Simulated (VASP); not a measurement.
# A VASP study of P (optB86b-vdW): structure first, properties next, part 2 of 4

Aim: relax P, then compute properties on the relaxed cell. The start is a computed cell from the Materials Project.

VASP 6.6.1; optB86b-vdW; plane waves and PAW (P).

Still holding for the runs below: The k-mesh is coarse for a metal.

So far. Step 2 (Relaxing cell and atoms (optB86b-vdW)): It ends with a largest force of 0.003 eV/Å and a pressure of 0.00 GPa. Step 3 (Second relaxation): It ends with a largest force of 0.003 eV/Å and a pressure of 0.00 GPa. The volume moved by under 0.01 %: the run met its threshold at the first step.

The starting crystal is not the ambient structure of P (space group No. 64); it is a model or a phase of other conditions.

### 4. Density, ELF and potential (optB86b-vdW)

The relaxed cell gets a fresh self-consistent run, on a basis set for its own volume, to fix the density and to check the remaining stress.

INCAR

```
SYSTEM = P
PREC = Accurate
ENCUT = 400
EDIFF = 1E-06
NELM = 100
ISMEAR = 0
SIGMA = 0.05
LREAL = .FALSE.
ALGO = Normal
GGA = MK
AGGAC = 0
LUSE_VDW = .TRUE.
PARAM1 = 0.1234
PARAM2 = 1
LASPH = .TRUE.
NBANDS = 11
LORBIT = 11
LWAVE = .FALSE.
LCHARG = .TRUE.
ISIF = 2
LELF = .TRUE.
LVHAR = .TRUE.
```

POSCAR

```
P
1.0
    1.7428677337      1.0062451552      3.1147960101
   -1.7428677337      1.0062451552      3.1147960101
    0.0000000000     -2.0124903103      3.1147960101
P
2
Direct
    0.2278083141      0.2278083141      0.2278083141
    0.7721916859      0.7721916859      0.7721916859
```

KPOINTS

```
Automatic mesh
0
Gamma
8 8 8
0 0 0
```

Potentials, in the order of the species: P (PBE family, release 64).

Command:

```bash
$ mpirun -np 2 vasp_std
```

What it wrote:

```text
[banner, memory and clock lines left out]
running    2 mpi-ranks, on    1 nodes
 distrk:  each k-point on    2 cores,    1 groups
 distr:  one band on    1 cores,    2 groups

 POSCAR found type information on POSCAR P
 POSCAR found :  1 types and       2 ions
 [... a notice as in an earlier step ...]

 [... a notice as in an earlier step ...]

 LDA part: xc-table for (Slater+PW92), standard interpolation
|                                                                             |
|           W    W    AA    RRRRR   N    N  II  N    N   GGGG   !!!           |
|           W    W   A  A   R    R  NN   N  II  NN   N  G    G  !!!           |
|           W    W  A    A  R    R  N N  N  II  N N  N  G       !!!           |
|           W WW W  AAAAAA  RRRRR   N  N N  II  N  N N  G  GGG   !            |
|           WW  WW  A    A  R   R   N   NN  II  N   NN  G    G                |
|           W    W  A    A  R    R  N    N  II  N    N   GGGG   !!!           |
|                                                                             |
|     The number of bands has been changed from the values supplied in        |
|     The orbitals not found in the WAVECAR file will be initialized with     |
|     random numbers, which is usually adequate. For correlated               |
|     calculations, however, you should redo the groundstate calculation.     |
|     I found NBANDS = 11. Now, NBANDS = 12.                                  |
|                                                                             |

 POSCAR, INCAR and KPOINTS ok, starting setup
 FFT: planning ... GRIDC
 FFT: planning ... GRID_SOFT
 FFT: planning ... GRID
 WAVECAR not read
 entering main loop
       N       E                     dE             d eps       ncg     rms          rms(c)
DAV:   1     0.196324947568E+02    0.19632E+02   -0.39278E+03  1568   0.586E+02
DAV:   2    -0.722985057076E+01   -0.26862E+02   -0.25540E+02  2108   0.103E+02
DAV:   3    -0.820404893694E+01   -0.97420E+00   -0.96989E+00  2008   0.185E+01
DAV:   4    -0.821002079318E+01   -0.59719E-02   -0.59710E-02  1848   0.179E+00
DAV:   5    -0.821007226535E+01   -0.51472E-04   -0.51470E-04  2044   0.152E-01    0.640E+00
DAV:   6    -0.820296152797E+01    0.71107E-02   -0.83932E-03  1828   0.521E-01    0.386E+00
DAV:   7    -0.820021646993E+01    0.27451E-02   -0.17489E-02  1784   0.796E-01    0.107E-01
DAV:   8    -0.820032157371E+01   -0.10510E-03   -0.10107E-03  1848   0.198E-01    0.392E-02
DAV:   9    -0.820033956061E+01   -0.17987E-04   -0.50073E-05  2000   0.468E-02    0.351E-02
DAV:  10    -0.820034655983E+01   -0.69992E-05   -0.92986E-06  1848   0.202E-02    0.839E-03
DAV:  11    -0.820034733754E+01   -0.77771E-06   -0.14638E-06  1628   0.811E-03
   1 F= -.82003473E+01 E0= -.82002325E+01  d E =-.229747E-03
```

Wall time 6.6 s (2 MPI ranks of AMD EPYC 9R45, shared host); peak memory 0.38 GiB; 12 s of CPU time.

OUTCAR, selected parts (step 4):

```text
The static configuration has the point symmetry D_3d.

 Found     65 irreducible k-points:

   k-points           NKPTS =     65   k-points in BZ     NKDIM =     65   number of bands    NBANDS=     12

   NELECT =      10.0000    total number of electrons

 E-fermi :   8.8450

 k-point     5 :       0.5000    0.0000   -0.0000
  band No.  band energies     occupation
    ...
      2      -3.0829      2.00000
      3       5.0028      2.00000
      4       5.5139      2.00000
      5       8.0502      2.00000
      6       8.5585      2.00000
      7       8.9924      0.00003
      8       9.1932      0.00000
      9      17.7569      0.00000
     10      18.6426      0.00000
     11      20.2976      0.00000
    ...

Total vdW correction in eV:      0.9878691

  Total        0.0021940      0.0021940     -0.0016097     -0.0000000     -0.0000000      0.0000000
  in kB        0.1072487      0.1072487     -0.0786870     -0.0000000     -0.0000000      0.0000000
  external PRESSURE =       0.0452701 kB  Pullay stress =       0.0000000 kB

 POSITION                                       TOTAL-FORCE (eV/Angst)
 -----------------------------------------------------------------------------------
      0.00000      0.00000      2.12873         0.000000     -0.000000     -0.003200
      0.00000      0.00000      7.21566         0.000000      0.000000      0.003200
 -----------------------------------------------------------------------------------
    total drift:                               -0.000000     -0.000000     -0.000000

  FREE ENERGIE OF THE ION-ELECTRON SYSTEM (eV)
  ---------------------------------------------------
  free  energy   TOTEN  =        -8.2003473375 eV

  energy  without entropy=       -8.2001175907  energy(sigma->0) =       -8.20023246

Total vdW correction in eV:      0.9878733

[... 14 parts as in an earlier step ...]
```

Numbers from this step:

| Item | Value |
| --- | --- |
| SCF cycles | 11 |
| bands | 12 |
| pressure | 0.004527 GPa |

Valence electrons inside each PAW sphere by angular momentum. Sphere charges, by row:

```csv
atom,s (e),p (e),d (e),tot (e)
P1,1.096,1.321,0,2.416
P2,1.096,1.321,0,2.416
```

ELF in the ac plane of the conventional cell at fractional y = 0.000, with atoms of P within 0.2 Å of it. It is the smooth field of the valence electrons, not physical close to the nuclei.

Ten even steps from '0' (0.03) to '9' (0.89), each cell a mean:
```
00012455432100
12234566653221
55556666666555
66787655677876
35787543468874
45787421257875
99985210136899
99863222224799
66432355432356
11124677753111
00125788864100
00135899974200
00125799874200
00124688763100
32223566642223
88643333323578
99974211135899
77886310147887
24787422368864
46887654568875
66777666667776
33445666655433
01123566543110
00012344431000
```
Columns run along a (3.5 Å), rows up along c (9.3 Å), edges of the conventional cell, whose origin can differ from the input's. Atoms in or near the plane, at fractional coordinates: P at (0.00, 0.23), P at (0.00, 0.77).

Electrostatic potential energy in the ac plane of the conventional cell at fractional y = 0.000, with atoms of P within 0.2 Å of it. With pseudopotentials it is smooth inside the atoms' cores, unlike the true potential.

Ten even steps from '0' (-83 eV) to '9' (2 eV), each cell a mean:
```
99999999999999
99999999999999
99999998999999
45789999999875
00479999998620
00279999998510
23689999999742
78999999999988
99999999999999
99999999999999
99999998999999
99999998999999
99999998999999
99999999999999
99999999999999
99999999999999
56899999999876
01479999998620
00279999998510
12589999998742
77899999999987
99999998999999
99999999999999
99999999999999
```
Columns run along a (3.5 Å; values clipped at the 3rd and 97th percentile), rows up along c (9.3 Å), edges of the conventional cell, whose origin can differ from the input's. Atoms in or near the plane, at fractional coordinates: P at (0.00, 0.23), P at (0.00, 0.77).

Valence density in the ac plane of the conventional cell at fractional y = 0.000, with atoms of P within 0.2 Å of it. It is the smooth field of the valence electrons, not physical close to the nuclei.

Ten even steps from '_' (-0.17 e/Å³) to '@' (0.71 e/Å³), each cell a mean:
```
::::::----====++====----::::
--------==++++++++====------
++++++++++++++++++++++++++++
%%%%%%##**++++++++****##%%%%
--**@@@@**++======++##@@%%++
__==@@%%**==------++##@@##::
%%@@@@##++--------==++%%@@@@
%%%%**++==----------==++##%%
======----==========--======
--------==++++**++====------
::::----==**##%%##++==--::::
::::----++##%%@@%%**==--::::
::::----++**%%%%##**==--::::
::::----==++**##**++==--::::
--------====++++++==--------
**++++==------------====++**
@@@@%%**==----------++**%%@@
++##@@%%++==------==**%%@@**
__==@@@@**====--==++##@@##::
**%%@@%%**++++==++**##@@@@##
######****++++++++++****####
==========++++++++++========
::::----====++++++==------::
::::::----========----::::::
```
Columns run along a (3.5 Å), rows up along c (9.3 Å), edges of the conventional cell, whose origin can differ from the input's. Atoms in or near the plane, at fractional coordinates: P at (0.00, 0.23), P at (0.00, 0.77).

In this run the pressure is 0.00 GPa, small enough to go on; single stress components reach 0.01 GPa.

### 5. Band structure (optB86b-vdW)

The mesh alone shows little of the dispersion and can miss band extrema, so KPOINTS_OPT adds a path through the symmetry points after the self-consistent cycle.

Changes to INCAR since step 4:

```diff
@@ -15,8 +15,6 @@
 LASPH = .TRUE.
-NBANDS = 11
+NBANDS = 17
 LORBIT = 11
 LWAVE = .FALSE.
-LCHARG = .TRUE.
-ISIF = 2
-LELF = .TRUE.
-LVHAR = .TRUE.
+LCHARG = .FALSE.
+KPAR = 2
```

POSCAR is that of step 4.

KPOINTS is that of step 4.

KPOINTS_OPT

```
Line mode
16
Line-mode
Reciprocal
  0.00000000   0.00000000   0.00000000 GAMMA
  0.50000000   0.00000000   0.00000000 L

  0.50000000   0.00000000   0.00000000 L
  0.50000000   0.23624229  -0.23624229 B1

  0.76375771   0.50000000   0.23624229 B
  0.50000000   0.50000000   0.50000000 Z

  0.50000000   0.50000000   0.50000000 Z
  0.00000000   0.00000000   0.00000000 GAMMA

  0.00000000   0.00000000   0.00000000 GAMMA
  0.36812115   0.00000000  -0.36812115 X

  0.63187885   0.36812115   0.00000000 Q
  0.50000000   0.50000000   0.00000000 F

  0.50000000   0.50000000   0.00000000 F
  0.63187885   0.63187885   0.23624229 P1

  0.63187885   0.63187885   0.23624229 P1
  0.50000000   0.50000000   0.50000000 Z

  0.50000000   0.00000000   0.00000000 L
  0.76375771   0.36812115   0.36812115 P
```

Command:

```bash
$ mpirun -np 2 vasp_std
```

What it wrote:

```text
[... set-up lines as in an earlier step ...]
 entering main loop
       N       E                     dE             d eps       ncg     rms          rms(c)
DAV:   1     0.197703940593E+02    0.19770E+02   -0.35711E+03  2218   0.410E+02
DAV:   2    -0.733644309684E+01   -0.27107E+02   -0.25926E+02  2995   0.887E+01
DAV:   3    -0.820611214816E+01   -0.86967E+00   -0.86637E+00  2728   0.140E+01
DAV:   4    -0.821005236783E+01   -0.39402E-02   -0.39396E-02  2876   0.115E+00
DAV:   5    -0.821007272101E+01   -0.20353E-04   -0.20351E-04  2794   0.819E-02    0.640E+00
DAV:   6    -0.820295764364E+01    0.71151E-02   -0.67754E-03  2758   0.367E-01    0.385E+00
DAV:   7    -0.820020761150E+01    0.27500E-02   -0.14896E-02  2666   0.566E-01    0.107E-01
DAV:   8    -0.820032409678E+01   -0.11649E-03   -0.87562E-04  2671   0.144E-01    0.391E-02
DAV:   9    -0.820034018664E+01   -0.16090E-04   -0.44235E-05  2868   0.339E-02    0.322E-02
DAV:  10    -0.820034693048E+01   -0.67438E-05   -0.96532E-06  2539   0.159E-02    0.697E-03
DAV:  11    -0.820034736139E+01   -0.43091E-06   -0.10757E-06  2433   0.509E-03
   1 F= -.82003474E+01 E0= -.82002325E+01  d E =-.229754E-03
 Start KPOINTS_OPT (optional k-point list driver)
k-point batch [1-65\144]
       N       E                     dE             ncg
DAV:   1     0.321609263464E+04   -0.11838E+05     2218
DAV:   2     0.145684017302E+04   -0.17593E+04     2985
DAV:   3     0.139226041330E+04   -0.64580E+02     2576
DAV:   4     0.139198205254E+04   -0.27836E+00     2987
DAV:   5     0.139198061566E+04   -0.14369E-02     2677
DAV:   6     0.139198060479E+04   -0.10869E-04     2939
DAV:   7     0.139198060470E+04   -0.87366E-07     2178
[...]
k-point batch [131-144\144]
       N       E                     dE             ncg
DAV:   1     0.181255552383E+05   -0.41712E+04      476
DAV:   2     0.177415461116E+05   -0.38401E+03      672
DAV:   3     0.177307182566E+05   -0.10828E+02      558
DAV:   4     0.177306706735E+05   -0.47583E-01      656
DAV:   5     0.177306704286E+05   -0.24493E-03      572
DAV:   6     0.177306704270E+05   -0.16609E-05      632
DAV:   7     0.177306704269E+05   -0.13308E-07      492
```

Elapsed: 14 s, on 2 MPI ranks; peak memory 0.48 GiB.

From OUTCAR (step 5):

```text
   k-points           NKPTS =     65   k-points in BZ     NKDIM =     65   number of bands    NBANDS=     17

   NELECT =      10.0000    total number of electrons

 E-fermi :   8.8450

 k-point     2 :       0.1250    0.0000   -0.0000
  band No.  band energies     occupation
      1      -7.3271      2.00000
      2       3.3030      2.00000
      3       5.6082      2.00000
      4       5.6725      2.00000
      5       6.7738      2.00000
      6      10.5462      0.00000
      7      11.2318      0.00000
      8      11.3760      0.00000
      9      13.3957      0.00000
     10      13.9702      0.00000
    ...

Total vdW correction in eV:      0.9878689

  Total        0.0022488      0.0022488     -0.0014280      0.0000000     -0.0000000      0.0000000
  in kB        0.1099267      0.1099267     -0.0698045      0.0000000     -0.0000000      0.0000000
  external PRESSURE =       0.0500163 kB  Pullay stress =       0.0000000 kB

 POSITION                                       TOTAL-FORCE (eV/Angst)
 -----------------------------------------------------------------------------------
      0.00000      0.00000      2.12873         0.000000     -0.000000     -0.003155
      0.00000      0.00000      7.21566         0.000000      0.000000      0.003155
 -----------------------------------------------------------------------------------
    total drift:                               -0.000000     -0.000000     -0.000000

  FREE ENERGIE OF THE ION-ELECTRON SYSTEM (eV)
  ---------------------------------------------------
  free  energy   TOTEN  =        -8.2003473614 eV

  energy  without entropy=       -8.2001176071  energy(sigma->0) =       -8.20023248

Total vdW correction in eV:      0.9878825

[... 10 parts as in an earlier step ...]

[... 6 further parts left out ...]
```

This step gave:

```yaml
bands: 17
pressure: 0.005002 GPa
```

Electronic bands along the path, in eV, zero at the Fermi level; # counts the bands kept in this run:

```csv
point,#1,#2,#3,#4,#5,#6,#7,#8
Γ,-3.76,-3.12,-3.01,-3.01,1.32,2.58,2.58,5.63
0.53 of the way,-8.31,-3.54,-3.41,-1.33,1.03,1.34,1.47,5.88
L,-11.93,-3.84,-3.33,-0.79,-0.29,0.15,0.35,8.91
0.53 of the way,-11.67,-6.66,-4.30,-2.69,0.32,3.73,4.09,7.06
B1,-10.89,-7.46,-6.97,-1.66,0.99,4.73,4.80,7.11
jump to B,-10.89,-7.46,-6.97,-1.66,0.99,4.73,4.80,7.11
0.47 of the way,-10.33,-6.52,-5.26,-0.93,0.36,4.13,4.21,6.87
Z,-10.92,-2.90,-2.90,-0.32,-0.32,-0.10,2.01,8.70
0.47 of the way,-8.45,-3.00,-3.00,-0.31,0.78,0.78,1.95,6.57
Γ,-3.76,-3.12,-3.01,-3.01,1.32,2.58,2.58,5.63
0.53 of the way,-8.82,-5.55,-2.28,-2.25,0.36,1.10,3.58,4.47
X,-11.20,-7.83,-4.69,-4.27,3.07,3.93,4.02,6.83
jump to Q,-11.20,-7.83,-4.69,-4.27,3.07,3.93,4.02,6.83
0.53 of the way,-10.17,-7.52,-5.24,-5.04,1.08,5.36,5.57,7.84
F,-9.99,-6.93,-5.48,-5.39,0.14,5.92,7.21,8.11
0.47 of the way,-10.11,-7.40,-5.38,-4.75,0.53,5.03,6.88,7.87
P1,-10.50,-7.74,-5.02,-3.64,1.67,3.40,6.20,7.11
0.47 of the way,-10.45,-6.27,-4.12,-2.11,1.57,2.53,4.65,6.47
Z,-10.92,-2.90,-2.90,-0.32,-0.32,-0.10,2.01,8.70
jump to L,-11.93,-3.84,-3.33,-0.79,-0.29,0.15,0.35,8.91
0.47 of the way,-11.60,-5.52,-4.31,-2.27,1.30,1.45,2.88,6.50
P,-10.50,-7.74,-5.02,-3.64,1.67,3.40,6.20,7.11
```

The electronic bands as a text plot (rows in eV, shown from -8.0 to 5.7 only; labels by their first letter):

```
    5.4 |****        **            **** *    *   *             *
    4.8 | *          *****             *   ** * *   *   *
    4.3 |  *        *   ***            *****   *
    3.7 |           *      *              *    *     *   *    *
    3.1 |          *       **            *    **      *         *
    2.6 |***       *         *      *****    **        ** *    *
    2.0 |  **     *         * ******   **   *   *     *  * * * **
    1.4 |*****    *               *****  * * *       *  *     *
    0.8 |    **  *   *****       *       ** *    *  *    **  *
    0.3 |     ***  **     ** *  *         **      **      ***
   -0.3 |      ****         ******                         *
   -0.9 |     ****       ****     *                       * *
   -1.4 |   **         **          *                     *
   -2.0 | **         **             *  ****             *    *
   -2.6 |*        * *                 * ** *           *      *
   -3.2 |***********         ***********    **        *   **   *
   -3.7 |   ******          **       * **    **      *   ** *   *
   -4.3 |*          *      **         *       **        *    **
   -4.9 | *       *                 *    *     ***  ****     * **
   -5.4 |            *    **           *  *      ****    *
   -6.0 |          *     *         *    *  *            *     *
   -6.6 |  *        * * * *                 *
   -7.1 |            * * *        *          *   ***           *
   -7.7 |   *         * *                *    ***   ****        *
         Γ       L    B|B     Z      Γ        X|Q F  P    Z|L   P
```

There is no gap at this level.

Of the bands kept, 2 cross the Fermi level on this path.

(Continued in part 3 of 4.)

[Lines on the potential files, build, host, timing and source positions are cut from VASP's logs without a mark.]

[Logs are printed without paths, hosts, clocks, repeated set-up lines and the standing remarks that a program may print on its own settings, such as how far it seeks lower states.]

[Hosts, paths, dates, database ids (printed as entryN), source tags and the programs' standing remarks are cut or masked in the printed files.]

[A measured line is paired with the nearest computed mode of its activity, which favours agreement.]

[In band tables of VASP the shares of atoms and orbitals are scaled to a sum of 1 inside the atoms' spheres.]
